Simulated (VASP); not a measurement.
Consider the following.

```
CELL_PARAMETERS angstrom
      0.00000     2.97579     2.97579
      2.97579     0.00000     2.97579
      2.97579     2.97579     0.00000
ATOMIC_POSITIONS crystal
  In 0.00000 0.00000 0.00000
  P  0.25000 0.25000 0.25000
```

All values below come from optB88-vdW, VASP's PBE PAW potentials (set 64) (plane waves; VASP). Settings: 520 eV cut-off, 8×8×8 Γ-centred mesh, Gaussian smearing of 0.050 eV, potentials In_d P.

Unless said otherwise, spin-orbit coupling is left out, though it shifts the bands of the heavy elements here.

### Question
Predict the energy per atom (σ→0), band gap (on the k-mesh) with the smallest direct gap where there is one.

### Answer

```json
{
 "band gap (on the k-mesh)": "0.32 eV",
 "smallest direct gap (on the k-mesh)": "0.32 eV",
 "energy per atom (σ→0)": "-1.881 eV/atom"
}
```

The compound is InP in the zinc blende structure. It was relaxed first.
